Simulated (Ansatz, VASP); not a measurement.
# Cross-check of ReSe between VASP and Ansatz, part 2 of 2

Wanted: the spread between two codes on one cell, functional and k mesh. The cell is generated by rule, not measured, and may not be a known phase. The cell is taken from a series of runs on this material, whose earlier steps may have relaxed, scaled, displaced or heated it; both programs get it as it stands.

VASP 6.6.1 and Ansatz 0.2.0.

So far: Set-up; Ansatz: zone-centre phonons, r2SCAN.

## (3) VASP: zone-centre phonons, r2SCAN

Level of this step: r2SCAN, no spin polarisation; plane waves and PAW (Re, Se); invented cell (VASP).

The same cell, functional, mesh and smearing now go to VASP, with its own data sets.

Lines of VASP's logs that name or quote its potential files are left out, and so is its time.

The input, INCAR:

```
SYSTEM = ReSe
PREC = Accurate
ENCUT = 660
EDIFF = 1E-08
NELM = 120
ISMEAR = 1
SIGMA = 0.15
LREAL = .FALSE.
ALGO = Normal
METAGGA = R2SCAN
LASPH = .TRUE.
NBANDS = 12
LORBIT = 11
LWAVE = .FALSE.
LCHARG = .FALSE.
ISIF = 2
IBRION = 6
NFREE = 2
POTIM = 0.015
NSW = 1
GGA_COMPAT = .FALSE.
LMIXTAU = .TRUE.
KPAR = 2
```

The input, POSCAR:

```
ReSe
1.0
    0.0000000000      2.7557491343      2.7557491343
    2.7557491343      0.0000000000      2.7557491343
    2.7557491343      2.7557491343      0.0000000000
Re Se
1 1
Direct
    0.0000000000      0.0000000000      0.0000000000
    0.2500000000      0.2500000000      0.2500000000
```

The input, KPOINTS:

```
Automatic mesh
0
Gamma
12 12 12
0 0 0
```

The projector-augmented-wave data sets are Re and Se (PBE family, release 64).

Command:

```sh
$ mpirun -np 2 vasp_std
```

Numbers of over 12 decimals in the logs are rounded to 6 here.

Log:

```text
[banner, memory and clock lines left out]
running    2 mpi-ranks, on    1 nodes
 distrk:  each k-point on    1 cores,    2 groups
 distr:  one band on    1 cores,    1 groups

 POSCAR found type information on POSCAR ReSe
 POSCAR found :  2 types and       2 ions
|                                                                             |
|               ----> ADVICE to this user running VASP <----                  |
|                                                                             |
|     You enforced a specific xc type in the INCAR file but a different       |
|     [... a line on the potential file left out ...]
|     I HOPE YOU KNOW WHAT YOU ARE DOING!                                     |
|                                                                             |

 LDA part: xc-table for (None), standard interpolation
 POSCAR, INCAR and KPOINTS ok, starting setup
 FFT: planning ... GRIDC
 FFT: planning ... GRID_SOFT
 FFT: planning ... GRID
 WAVECAR not read
 entering main loop
       N       E                     dE             d eps       ncg     rms          rms(c)
DAV:   1     0.101161833169E+01    0.10116E+01   -0.66477E+03  2880   0.126E+03
DAV:   2    -0.646312099039E+02   -0.65643E+02   -0.61144E+02  2824   0.242E+02
DAV:   3    -0.670931799432E+02   -0.24620E+01   -0.24431E+01  2688   0.564E+01
DAV:   4    -0.671107255116E+02   -0.17546E-01   -0.17471E-01  2464   0.354E+00
DAV:   5    -0.671111001368E+02   -0.37463E-03   -0.37414E-03  2712   0.471E-01    0.207E+01
DAV:   6    -0.650488279974E+02    0.20623E+01   -0.12018E+00  2888   0.169E+01    0.105E+01
DAV:   7    -0.651996339553E+02   -0.15081E+00   -0.21186E-01  2704   0.480E+00    0.424E+00
DAV:   8    -0.651639957373E+02    0.35638E-01   -0.16492E-01  2656   0.438E+00    0.102E+00
DAV:   9    -0.651996625833E+02   -0.35667E-01   -0.64823E-03  2680   0.115E+00    0.523E-01
DAV:  10    -0.651824177013E+02    0.17245E-01   -0.23719E-03  2496   0.548E-01    0.494E-01
DAV:  11    -0.652109475873E+02   -0.28530E-01   -0.87657E-03  2528   0.965E-01    0.839E-02
DAV:  12    -0.652094876293E+02    0.14600E-02   -0.19555E-04  2680   0.153E-01    0.123E-01
DAV:  13    -0.652096251461E+02   -0.13752E-03   -0.26367E-06  2568   0.166E-02    0.122E-01
DAV:  14    -0.652124149077E+02   -0.27898E-02   -0.18602E-03  2668   0.469E-01    0.555E-02
DAV:  15    -0.652124393111E+02   -0.24403E-04   -0.27339E-05  2672   0.722E-02    0.467E-02
DAV:  16    -0.652124397467E+02   -0.43564E-06   -0.41919E-07  2624   0.103E-02    0.490E-02
DAV:  17    -0.652124335272E+02    0.62195E-05   -0.29901E-05  2640   0.101E-01    0.132E-02
DAV:  18    -0.652124611861E+02   -0.27659E-04   -0.13176E-05  2492   0.378E-02    0.938E-03
DAV:  19    -0.652124661186E+02   -0.49326E-05   -0.26804E-06  2660   0.155E-02    0.520E-03
DAV:  20    -0.652124666896E+02   -0.57093E-06   -0.41283E-07  2740   0.762E-03    0.368E-03
DAV:  21    -0.652124666160E+02    0.73533E-07   -0.10371E-07  2756   0.344E-03    0.242E-03
DAV:  22    -0.652124666977E+02   -0.81645E-07   -0.38401E-08  2276   0.240E-03    0.150E-03
DAV:  23    -0.652124666891E+02    0.85843E-08   -0.25023E-08  2092   0.188E-03
   1 F= -.65212467E+02 E0= -.65213021E+02  d E =0.166210E-02
[...]
2 F= -.65210540E+02 E0= -.65211036E+02  d E =0.148892E-02
[...]
3 F= -.65210540E+02 E0= -.65211036E+02  d E =0.148894E-02
[...]
4 F= -.65210540E+02 E0= -.65211036E+02  d E =0.148879E-02
 Finite differences progress:
  Degree of freedom:   2/  2
  Displacement:        1/  2
  Total:               3/  4
 bond charge predicted
       N       E                     dE             d eps       ncg     rms          rms(c)
DAV:   1    -0.652060192913E+02    0.45207E-02   -0.41092E-01  7644   0.390E+00    0.428E-01
DAV:   2    -0.652103620770E+02   -0.43428E-02   -0.22622E-02  9292   0.114E+00    0.235E-01
DAV:   3    -0.652104227634E+02   -0.60686E-04   -0.73029E-04  9392   0.234E-01    0.896E-02
DAV:   4    -0.652103918176E+02    0.30946E-04   -0.36758E-04  9008   0.152E-01    0.144E-02
DAV:   5    -0.652105295610E+02   -0.13774E-03   -0.16145E-04  8272   0.101E-01    0.598E-03
DAV:   6    -0.652105375114E+02   -0.79504E-05   -0.95165E-06 10188   0.280E-02    0.267E-03
DAV:   7    -0.652105397445E+02   -0.22331E-05   -0.19992E-06  9340   0.117E-02    0.137E-03
DAV:   8    -0.652105397337E+02    0.10809E-07   -0.48312E-07  8544   0.571E-03    0.963E-04
DAV:   9    -0.652105399924E+02   -0.25874E-06   -0.21911E-07  7936   0.398E-03    0.345E-04
DAV:  10    -0.652105400135E+02   -0.21060E-07   -0.14609E-08  6816   0.104E-03    0.374E-04
DAV:  11    -0.652105400146E+02   -0.10972E-08   -0.15237E-09  4876   0.141E-03
   5 F= -.65210540E+02 E0= -.65211036E+02  d E =0.148892E-02
 Finite differences progress:
  Degree of freedom:   2/  2
  Displacement:        2/  2
  Total:               4/  4
```

From OUTCAR (step 3):

```text
ion  position               nearest neighbor table
   1  0.000  0.000  0.000-   2 2.39   2 2.39   2 2.39   2 2.39
   2  0.250  0.250  0.250-   1 2.39   1 2.39   1 2.39   1 2.39

  LATTYP: Found a face centered cubic cell.
 ALAT       =     5.5114982686

 Subroutine GETGRP returns: Found 24 space group operations
 (whereof 24 operations were pure point group operations)

The static configuration has the point symmetry T_d .

 Found     72 irreducible k-points:

   k-points           NKPTS =     72   k-points in BZ     NKDIM =     72   number of bands    NBANDS=     12

   dimension x,y,z NGX =    36 NGY =   36 NGZ =   36
   dimension x,y,z NGXF=    72 NGYF=   72 NGZF=   72

   ENCUT  =  660.0 eV  48.51 Ry    6.96 a.u.   8.16  8.16  8.16*2*pi/ulx,y,z

   NELECT =      13.0000    total number of electrons

 k-points in reciprocal lattice and weights: Automatic mesh
   0.00000000  0.00000000  0.00000000       0.001
   0.08333333  0.00000000  0.00000000       0.005
   0.16666667  0.00000000  0.00000000       0.005
   0.25000000  0.00000000  0.00000000       0.005
   0.33333333  0.00000000  0.00000000       0.005
   0.41666667  0.00000000  0.00000000       0.005
   0.50000000  0.00000000  0.00000000       0.002
   0.08333333  0.08333333  0.00000000       0.003
   0.16666667  0.08333333  0.00000000       0.014
[...]
-0.33333333  0.50000000  0.16666667       0.007
  -0.25000000  0.50000000  0.25000000       0.003

 average (electrostatic) potential at core
       1 -47.2143       2 -59.1164

 E-fermi :   4.8774

 k-point     1 :       0.0000    0.0000    0.0000
  band No.  band energies     occupation
    ...
      2      -0.7821      2.00000
      3      -0.7531      2.00000
      4      -0.7223      2.00000
      5       3.8829      2.00000
      6       3.8840      2.00000
      7       6.4000     -0.00000
      8       9.9421      0.00000
      9      10.0227      0.00000
     10      10.0982      0.00000
     11      12.9054      0.00000
    ...

 k-point     2 :       0.0833    0.0000    0.0000
  band No.  band energies     occupation
    ...
      2      -0.8870      2.00000
      3      -0.7249      2.00000
      4      -0.6882      2.00000
      5       3.8543      2.00000
      6       3.8545      2.00000
      7       6.6661     -0.00000
      8       9.6437      0.00000
      9       9.8867      0.00000
     10       9.9765      0.00000
     11      12.6053      0.00000
    ...

 k-point     3 :       0.1667    0.0000    0.0000
  band No.  band energies     occupation
    ...
      2      -1.1536      2.00000
      3      -0.6285      2.00000
      4      -0.5987      2.00000
      5       3.8043      2.00000
      6       3.8093      2.00000
      7       7.2646     -0.00000
      8       8.6341      0.00000
      9       9.6270      0.00000
     10       9.6674      0.00000
     11      12.1450      0.00000
    ...

  Total        0.2123821      0.2125771      0.2125771      0.0000000      0.2762433      0.0000000
  in kB        8.1297937      8.1372564      8.1372564      0.0000000     10.5743407      0.0000000
  external PRESSURE =       8.1347688 kB  Pullay stress =       0.0000000 kB

  energy-cutoff  :      660.00
  volume of cell :       41.86
      direct lattice vectors                 reciprocal lattice vectors
     0.000000000  2.755749134  2.755749134    -0.181438867  0.181438867  0.181438867
     2.755749134  0.000000000  2.755749134     0.181438867 -0.181438867  0.181438867
     2.755749134  2.755749134  0.000000000     0.181438867  0.181438867 -0.181438867

 POSITION                                       TOTAL-FORCE (eV/Angst)
 -----------------------------------------------------------------------------------
      0.00000      0.00000      0.00000        -0.256235      0.000000      0.000000
      1.36287      1.37787      1.37787         0.256235      0.000000      0.000000
 -----------------------------------------------------------------------------------
    total drift:                                0.000014      0.000000      0.000000

  FREE ENERGIE OF THE ION-ELECTRON SYSTEM (eV)
  ---------------------------------------------------
  free  energy   TOTEN  =       -65.2105400146 eV

  energy  without entropy=      -65.2120289372  energy(sigma->0) =      -65.21103632

 Eigenvectors and eigenvalues of the dynamical matrix
 ----------------------------------------------------

   1 f  =    8.677422 THz    54.521848 2PiTHz  289.447629 cm-1    35.886916 meV
             X         Y         Z           dx          dy          dz
      0.000000  0.000000  0.000000    -0.545721    0.000000   -0.000000
      1.377875  1.377875  1.377875     0.837967    0.000000   -0.000000

   2 f  =    8.677422 THz    54.521848 2PiTHz  289.447629 cm-1    35.886916 meV
             X         Y         Z           dx          dy          dz
      0.000000  0.000000  0.000000     0.000000   -0.545721   -0.000000
      1.377875  1.377875  1.377875    -0.000000    0.837967   -0.000000

   3 f  =    8.677422 THz    54.521848 2PiTHz  289.447629 cm-1    35.886916 meV
             X         Y         Z           dx          dy          dz
      0.000000  0.000000  0.000000     0.000000    0.000000   -0.545721
      1.377875  1.377875  1.377875     0.000000    0.000000    0.837967

   4 f/i=    0.000345 THz     0.002168 2PiTHz    0.011507 cm-1     0.001427 meV
             X         Y         Z           dx          dy          dz
      0.000000  0.000000  0.000000    -0.837781    0.003800   -0.017231
      1.377875  1.377875  1.377875    -0.545600    0.002475   -0.011222

   5 f/i=    0.000345 THz     0.002168 2PiTHz    0.011507 cm-1     0.001427 meV
             X         Y         Z           dx          dy          dz
      0.000000  0.000000  0.000000    -0.013822    0.367345    0.753031
      1.377875  1.377875  1.377875    -0.009001    0.239231    0.490406

   6 f/i=    0.000345 THz     0.002168 2PiTHz    0.011507 cm-1     0.001427 meV
             X         Y         Z           dx          dy          dz
      0.000000  0.000000  0.000000     0.010968    0.753148   -0.367201
      1.377875  1.377875  1.377875     0.007143    0.490483   -0.239137

 ELASTIC MODULI CONTR FROM IONIC RELAXATION (kBar)
 Direction    XX          YY          ZZ          XY          YZ          ZX
 --------------------------------------------------------------------------------
 XX          -0.0000      0.0000      0.0000      0.0000      0.0000      0.0000
 YY           0.0000     -0.0000      0.0000      0.0000      0.0000     -0.0000
 ZZ           0.0000      0.0000     -0.0000      0.0000      0.0000      0.0000
 XY           0.0000      0.0000      0.0000   -759.8127      0.0000      0.0000
 YZ           0.0000      0.0000      0.0000      0.0000   -759.8127      0.0000
 ZX           0.0000     -0.0000      0.0000      0.0000      0.0000   -759.8127
 --------------------------------------------------------------------------------

 total charge
# of ion       s       p       d       tot
------------------------------------------
    1        0.506   0.401   5.148   6.056
    2        1.412   2.428   0.201   4.041
--------------------------------------------------
tot          1.919   2.829   5.349  10.097

[... 3 further parts left out ...]
```

CONTCAR:

```
ReSe
   1.00000000000000
     0.0000000000000000    2.7557491342999998    2.7557491342999998
     2.7557491342999998    0.0000000000000000    2.7557491342999998
     2.7557491342999998    2.7557491342999998    0.0000000000000000
  Re              Se
     1     1
Direct
     0.0000000000000000    0.0000000000000000    0.0000000000000000
     0.2527215830013878    0.2472784169986122    0.2472784169986122
```

This run has no spin polarisation, so a moment on Re, if there is one, isn't seen. Its electron count is odd, so without a moment it is a metal by construction. The last energy, forces, stress and levels in OUTCAR belong to the last displaced cell, not to the cell of POSCAR. The data set Re keeps the semicore shell frozen, which is cheaper and a little less accurate.

Levels, forces or a CONTCAR printed for this step are those of its last displaced cell, not of the structure at rest.

## (4) Side by side

Known differences besides the potentials themselves: VASP keeps PBE cores, Ansatz makes them for the functional; the data sets hold 31 valence electrons in Ansatz (on its default PAW (the set named soft_2) files) and 13 in VASP; the cutoff is 500 eV in Ansatz and 660 eV in VASP; VASP uses finite displacements, Ansatz perturbation theory. Total energies have different zeros and are not compared.

The two programs side by side:

```csv
quantity,Ansatz,VASP,difference
optical mode 1 to 3 (cm⁻¹),288.1,289.4,-0.45 %
```

Modes are paired by rising frequency, not by their patterns, so a pair may set unlike modes beside each other; they are those without the splitting of longitudinal modes.

## (5) What came out

| Quantity | Value |
| --- | --- |
| r.m.s. difference of the optical zone-centre modes, each program's sorted by frequency (zone-centre phonons, r2SCAN) | 1.3 cm⁻¹ |

The r.m.s. difference of the optical zone-centre modes, each program's sorted by frequency is 1.3 cm⁻¹ (zone-centre phonons, r2SCAN). The data sets hold unlike numbers of valence electrons (31 in Ansatz and 13 in VASP), so part of the differences comes from the potentials. How closely two codes agree says nothing of how well the functional describes the real material.

[Lines on the potential files, build, host, timing and source positions are cut from VASP's logs without a mark.]

[Logs are printed without paths, hosts, clocks, repeated set-up lines and the standing remarks that a program may print on its own settings, such as how far it seeks lower states.]

[Hosts, paths, dates, database ids (printed as entryN), source tags and the programs' standing remarks are cut or masked in the printed files.]
